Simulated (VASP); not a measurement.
# InSb (F-43m) in VASP: further runs

One crystal, InSb, is run at these levels: PBE, TB-mBJ; tasks: band structure, optical spectrum.

Program: VASP 6.6.1. These are calculated values, not measurements. Logs are shortened: lines on timing, memory, paths and dates and some standing lists are left out, and cuts for length are marked.

**What was measured.**

From “Electronic Structure and Epitaxy of CdTe Shells on InSb Nanowires”, 2021, arxiv:2111.05126, for a bulk crystal of InSb: band gap 0.24 eV.

How close the calculation comes is told below.

## (1) The structure

Symmetry: F-43m, No. 216, cubic system. Conventional cell: a = 6.521 Å, b = 6.521 Å, c = 6.521 Å, α = 90.00°, β = 90.00°, γ = 90.00°. Around In (site symmetry -43m) lie 4 Sb at 2.82 Å. Sb (site symmetry -43m) is surrounded by 4 In at 2.82 Å.

## (2) Band structure, PBE, spin-orbit coupling, no magnetisation

Contents of INCAR:

```
SYSTEM = InSb
  ALGO = Normal
  EDIFF = 1E-7
  ENCUT = 520
  GGA = PE
  GGA_COMPAT = .FALSE.
  ISIF = 2
  ISMEAR = 0
  KPAR = 4
  LASPH = .TRUE.
  LCHARG = .FALSE.
  LORBIT = 11
  LREAL = .FALSE.
  LSORBIT = .TRUE.
  LWAVE = .FALSE.
  MAGMOM = 0 0 0 0 0 0
  NBANDS = 30
  NELM = 80
  PREC = Accurate
  SIGMA = 0.03
```

Contents of KPOINTS:

```
k-points
0
G
  10 10 10
  0 0 0
```

Contents of POSCAR:

```
InSb                                    
1.0
    0.0000000000      3.2603245811      3.2603245811
    3.2603245811      0.0000000000      3.2603245811
    3.2603245811      3.2603245811      0.0000000000
  In              Sb            
     1     1
Direct
     0.0000000000000000    0.0000000000000000    0.0000000000000000
     0.2500000000000000    0.2500000000000000    0.2500000000000000
```

Contents of KPOINTS_OPT:

```
explicit points
302
Reciprocal
 0.0000000000  0.0000000000  0.0000000000 1
 0.0263157895  0.0000000000  0.0263157895 1
 0.0526315789  0.0000000000  0.0526315789 1
 0.0789473684  0.0000000000  0.0789473684 1
 0.1052631579  0.0000000000  0.1052631579 1
 0.1315789474  0.0000000000  0.1315789474 1
[... 294 lines left out ...]
 0.5127584400  0.0255168800  0.5127584400 1
 0.4872415600 -0.0255168800  0.4872415600 1
```

Potentials or basis: VASP PAW PBE potentials, release 64 (In_d, Sb).

On the command line:

```console
$ cat potpaw_PBE.64/In_d/POTCAR potpaw_PBE.64/Sb/POTCAR > POTCAR
$ mpirun -np 4 vasp_ncl > vasp.out
```

OUTCAR:

```text
SYSTEM = InSb
   EDIFF = 1E-7
   ENCUT = 520
   GGA = PE
   ISIF = 2
   ISMEAR = 0
   LASPH = .TRUE.
   LORBIT = 11
   LREAL = .FALSE.
   LSORBIT = .TRUE.
   NELM = 80
   PREC = Accurate

 ion  position               nearest neighbor table
   1  0.000  0.000  0.000-   2 2.82   2 2.82   2 2.82   2 2.82
   2  0.250  0.250  0.250-   1 2.82   1 2.82   1 2.82   1 2.82

  LATTYP: Found a face centered cubic cell.
 ALAT       =     6.5206491622

  Lattice vectors:

 A1 = (   0.0000000000,   3.2603245811,   3.2603245811)
 A2 = (   3.2603245811,   0.0000000000,   3.2603245811)
 A3 = (   3.2603245811,   3.2603245811,   0.0000000000)

Analysis of symmetry for initial positions (statically):
=====================================================================
 Subroutine PRICEL returns:
 Original cell was already a primitive cell.

 Routine SETGRP: Setting up the symmetry group for a
 face centered cubic supercell.

 Subroutine GETGRP returns: Found 24 space group operations
 (whereof 24 operations were pure point group operations)
 out of a pool of 48 trial point group operations.

The static configuration has the point symmetry T_d .

Analysis of symmetry for dynamics (positions and initial velocities):
=====================================================================
 Subroutine PRICEL returns:
 Original cell was already a primitive cell.

 Routine SETGRP: Setting up the symmetry group for a
 face centered cubic supercell.

 Subroutine GETGRP returns: Found 24 space group operations
 (whereof 24 operations were pure point group operations)
 out of a pool of 48 trial point group operations.

The dynamic configuration has the point symmetry T_d .

Analysis of structural, dynamic, and magnetic symmetry:
=====================================================================
 Subroutine PRICEL returns:
 Original cell was already a primitive cell.

 Routine SETGRP: Setting up the symmetry group for a
 face centered cubic supercell.

 Subroutine GETGRP returns: Found 24 space group operations
 (whereof 24 operations were pure point group operations)
 out of a pool of 48 trial point group operations.
[... 961 lines left out ...]
  Total        0.9471150      0.9471150      0.9471150      0.0000000     -0.0000000     -0.0000000
  in kB       21.8927742     21.8927742     21.8927742      0.0000000     -0.0000000     -0.0000000
  external PRESSURE =      21.8927742 kB  Pullay stress =       0.0000000 kB

 VOLUME and BASIS-vectors are now :
 -----------------------------------------------------------------------------
  energy-cutoff  :      520.00
  volume of cell :       69.31
      direct lattice vectors                 reciprocal lattice vectors
     0.000000000  3.260324581  3.260324581    -0.153358964  0.153358964  0.153358964
     3.260324581  0.000000000  3.260324581     0.153358964 -0.153358964  0.153358964
     3.260324581  3.260324581  0.000000000     0.153358964  0.153358964 -0.153358964

 POSITION                                       TOTAL-FORCE (eV/Angst)
 -----------------------------------------------------------------------------------
      0.00000      0.00000      0.00000         0.000000      0.000000      0.000000
      1.63016      1.63016      1.63016        -0.000000     -0.000000     -0.000000
 -----------------------------------------------------------------------------------
    total drift:                                0.000000      0.000000      0.000000

  FREE ENERGIE OF THE ION-ELECTRON SYSTEM (eV)
  ---------------------------------------------------
  free  energy   TOTEN  =        -7.0298734953 eV

  energy  without entropy=       -7.0298396439  energy(sigma->0) =       -7.02985657

 Spin-Orbit-Coupling matrix elements

 Ion:    1  E_soc:     -0.0755714
 l=   1
     0.0000000    -0.0062101    -0.0062101
    -0.0062101     0.0000000    -0.0062101
    -0.0062101    -0.0062101     0.0000000
 l=   2
     0.0000000    -0.0012639     0.0000000    -0.0012639    -0.0051212
    -0.0012639     0.0000000    -0.0038409    -0.0012639    -0.0012803
     0.0000000    -0.0038409     0.0000000    -0.0038409     0.0000000
    -0.0012639    -0.0012639    -0.0038409     0.0000000    -0.0012803
    -0.0051212    -0.0012803     0.0000000    -0.0012803     0.0000000
 l=   3
     0.0000000     0.0000000     0.0000000     0.0000000     0.0000000     0.0000000     0.0000000
     0.0000000     0.0000000     0.0000000     0.0000000     0.0000000     0.0000000     0.0000000
     0.0000000     0.0000000     0.0000000     0.0000000     0.0000000     0.0000000     0.0000000
     0.0000000     0.0000000     0.0000000     0.0000000     0.0000000     0.0000000     0.0000000
     0.0000000     0.0000000     0.0000000     0.0000000     0.0000000     0.0000000     0.0000000
     0.0000000     0.0000000     0.0000000     0.0000000     0.0000000     0.0000000     0.0000000
     0.0000000     0.0000000     0.0000000     0.0000000     0.0000000     0.0000000     0.0000000

 Ion:    2  E_soc:     -0.1302886
 l=   1
     0.0000000    -0.0216278    -0.0216278
    -0.0216278     0.0000000    -0.0216278
    -0.0216278    -0.0216278     0.0000000
 l=   2
     0.0000000    -0.0000325     0.0000000    -0.0000325    -0.0000545
    -0.0000325     0.0000000    -0.0000409    -0.0000325    -0.0000136
     0.0000000    -0.0000409     0.0000000    -0.0000409     0.0000000
    -0.0000325    -0.0000325    -0.0000409     0.0000000    -0.0000136
    -0.0000545    -0.0000136     0.0000000    -0.0000136     0.0000000
 l=   3
     0.0000000     0.0000000     0.0000000     0.0000000     0.0000000     0.0000000     0.0000000
     0.0000000     0.0000000     0.0000000     0.0000000     0.0000000     0.0000000     0.0000000
     0.0000000     0.0000000     0.0000000     0.0000000     0.0000000     0.0000000     0.0000000
     0.0000000     0.0000000     0.0000000     0.0000000     0.0000000     0.0000000     0.0000000
     0.0000000     0.0000000     0.0000000     0.0000000     0.0000000     0.0000000     0.0000000
     0.0000000     0.0000000     0.0000000     0.0000000     0.0000000     0.0000000     0.0000000
     0.0000000     0.0000000     0.0000000     0.0000000     0.0000000     0.0000000     0.0000000

 total charge

# of ion       s       p       d       tot
------------------------------------------
    1        0.873   0.699   9.863  11.436
    2        1.137   1.328   0.019   2.485
--------------------------------------------------
tot          2.011   2.027   9.883  13.921

 magnetization (x)

# of ion       s       p       d       tot
------------------------------------------
    1        0.000  -0.000   0.000  -0.000
    2       -0.000   0.000   0.000   0.000
--------------------------------------------------
tot         -0.000   0.000   0.000   0.000

 magnetization (y)

# of ion       s       p       d       tot
------------------------------------------
    1        0.000   0.000   0.000   0.000
    2        0.000   0.000   0.000   0.000
--------------------------------------------------
tot          0.000   0.000   0.000   0.000

 magnetization (z)

# of ion       s       p       d       tot
------------------------------------------
    1        0.000   0.000   0.000   0.000
    2       -0.000   0.000   0.000   0.000
--------------------------------------------------
tot         -0.000   0.000   0.000   0.000
```

stdout:

```text
POSCAR found type information on POSCAR InSb
 POSCAR found :  2 types and       2 ions
 scaLAPACK will be used
 LDA part: xc-table for (Slater+PW92), standard interpolation
 POSCAR, INCAR and KPOINTS ok, starting setup
 FFT: planning ... GRIDC
 FFT: planning ... GRID_SOFT
 FFT: planning ... GRID
 WAVECAR not read
 entering main loop
 Start KPOINTS_OPT (optional k-point list driver)
k-point batch [1-73\302]
k-point batch [74-146\302]
k-point batch [147-219\302]
k-point batch [220-292\302]
k-point batch [293-302\302]
```

Run time: 4.7 min. Hardware: 4 MPI ranks of Intel Xeon 6975P-C (Granite Rapids), shared host; peak memory 0.59 GiB.

What came out:

| Property | Result |
| --- | --- |
| Free energy | -7.0299 eV |
| Pressure | 2.2 GPa |
| Valence electrons inside the program's atomic spheres | In 11.44; Sb 2.48 |

## (3) Band structure, TB-mBJ

POSCAR is that of step 2.

Contents of INCAR.step1:

```
SYSTEM = InSb
  ALGO = Normal
  EDIFF = 1E-5
  ENCUT = 520
  GGA = PE
  ISIF = 2
  ISMEAR = 0
  KPAR = 4
  LASPH = .TRUE.
  LCHARG = .FALSE.
  LREAL = .FALSE.
  LWAVE = .TRUE.
  NBANDS = 16
  NELM = 80
  PREC = Accurate
  SIGMA = 0.03
```

Contents of INCAR.step2:

```
SYSTEM = InSb
  ALGO = Normal
  EDIFF = 1E-7
  ENCUT = 520
  ISIF = 2
  ISMEAR = 0
  ISTART = 1
  KPAR = 4
  LASPH = .TRUE.
  LCHARG = .FALSE.
  LREAL = .FALSE.
  LWAVE = .FALSE.
  METAGGA = MBJ
  NBANDS = 16
  NELM = 80
  PREC = Accurate
  SIGMA = 0.03
```

KPOINTS is that of step 2.

KPOINTS_OPT is that of step 2.

Potentials or basis: VASP PAW PBE potentials, release 64 (In_d, Sb).

On the command line:

```console
$ cat potpaw_PBE.64/In_d/POTCAR potpaw_PBE.64/Sb/POTCAR > POTCAR
$ cp INCAR.step1 INCAR
$ mpirun -np 4 vasp_std > vasp.out
$ cp INCAR.step2 INCAR
$ mpirun -np 4 vasp_std > vasp.out
```

OUTCAR:

```text
SYSTEM = InSb
   EDIFF = 1E-7
   ENCUT = 520
   ISIF = 2
   ISMEAR = 0
   ISTART = 1
   LASPH = .TRUE.
   LREAL = .FALSE.
   METAGGA = MBJ
   NELM = 80
   PREC = Accurate

 ion  position               nearest neighbor table
   1  0.000  0.000  0.000-   2 2.82   2 2.82   2 2.82   2 2.82
   2  0.250  0.250  0.250-   1 2.82   1 2.82   1 2.82   1 2.82

  LATTYP: Found a face centered cubic cell.
 ALAT       =     6.5206491622

  Lattice vectors:

[... 644 lines left out ...]

------------------------ aborting loop because EDIFF is reached ----------------------------------------

  FORCE on cell =-STRESS in cart. coord.  units (eV):
  Direction    XX          YY          ZZ          XY          YZ          ZX
  --------------------------------------------------------------------------------------
  -------------------------------------------------------------------------------------
  Total      -46.4432191    -46.4432191    -46.4432191      0.0000000     -0.0000000      0.0000000
  in kB    -1073.5453273  -1073.5453273  -1073.5453273      0.0000000     -0.0000000      0.0000000
  external PRESSURE =   -1073.5453273 kB  Pullay stress =       0.0000000 kB

 VOLUME and BASIS-vectors are now :
 -----------------------------------------------------------------------------
  energy-cutoff  :      520.00
  volume of cell :       69.31
      direct lattice vectors                 reciprocal lattice vectors
     0.000000000  3.260324581  3.260324581    -0.153358964  0.153358964  0.153358964
     3.260324581  0.000000000  3.260324581     0.153358964 -0.153358964  0.153358964
     3.260324581  3.260324581  0.000000000     0.153358964  0.153358964 -0.153358964

 POSITION                                       TOTAL-FORCE (eV/Angst)
 -----------------------------------------------------------------------------------
      0.00000      0.00000      0.00000         0.000000      0.000000      0.000000
      1.63016      1.63016      1.63016        -0.000000     -0.000000     -0.000000
 -----------------------------------------------------------------------------------
    total drift:                                0.000149      0.000149      0.000149

  FREE ENERGIE OF THE ION-ELECTRON SYSTEM (eV)
  ---------------------------------------------------
  free  energy   TOTEN  =       589.4650192469 eV

  energy  without entropy=      589.4650192469  energy(sigma->0) =      589.46501925
```

Run time: 92 s. Hardware: 4 MPI ranks of Intel Xeon 6975P-C (Granite Rapids), shared host; peak memory 0.27 GiB.

Results:

* Band gap on the k mesh: 0.39 eV, direct
* Band gap along the path: 0.39 eV, direct

Levels at the corners of the path, in eV from the valence-band top:
```csv
point,band 5,band 6,band 7,band 8,band 9,band 10,band 11,band 12,band 13,band 14
Γ,-14.93,-10.38,0.00,0.00,0.00,0.39,3.28,3.28,3.28,6.56
X,-14.92,-8.53,-5.52,-2.08,-2.08,1.77,1.89,8.45,8.46,9.20
X,-14.92,-8.53,-5.52,-2.08,-2.08,1.77,1.89,8.45,8.46,9.20
W,-14.93,-8.51,-5.41,-2.61,-2.46,3.75,4.33,4.66,5.34,9.36
W,-14.93,-8.51,-5.41,-2.61,-2.46,3.75,4.33,4.66,5.34,9.36
K,-14.93,-8.57,-5.39,-2.83,-1.75,2.08,4.04,6.65,6.67,7.39
K,-14.93,-8.57,-5.39,-2.83,-1.75,2.08,4.04,6.65,6.67,7.39
Γ,-14.93,-10.38,0.00,0.00,0.00,0.39,3.28,3.28,3.28,6.56
Γ,-14.93,-10.38,0.00,0.00,0.00,0.39,3.28,3.28,3.28,6.56
L,-14.93,-9.10,-5.23,-0.92,-0.92,1.04,4.10,4.10,6.83,8.75
L,-14.93,-9.10,-5.23,-0.92,-0.92,1.04,4.10,4.10,6.83,8.75
U,-14.93,-8.57,-5.39,-2.83,-1.75,2.08,4.04,6.65,6.67,7.39
U,-14.93,-8.57,-5.39,-2.83,-1.75,2.08,4.04,6.65,6.67,7.39
W,-14.93,-8.51,-5.41,-2.61,-2.46,3.75,4.33,4.66,5.34,9.36
W,-14.93,-8.51,-5.41,-2.61,-2.46,3.75,4.33,4.66,5.34,9.36
L,-14.93,-9.10,-5.23,-0.92,-0.92,1.04,4.10,4.10,6.83,8.75
L,-14.93,-9.10,-5.23,-0.92,-0.92,1.04,4.10,4.10,6.83,8.75
K,-14.93,-8.57,-5.39,-2.83,-1.75,2.08,4.04,6.65,6.67,7.39
U,-14.93,-8.57,-5.39,-2.83,-1.75,2.08,4.04,6.65,6.67,7.39
X,-14.92,-8.53,-5.52,-2.08,-2.08,1.77,1.89,8.45,8.46,9.20
```

Caveat: the PAW data sets were made with another functional, which shifts forces and pressure a little; spin-orbit coupling is left out, which moves the levels of the heavy elements.

[end of part 1 of 2]
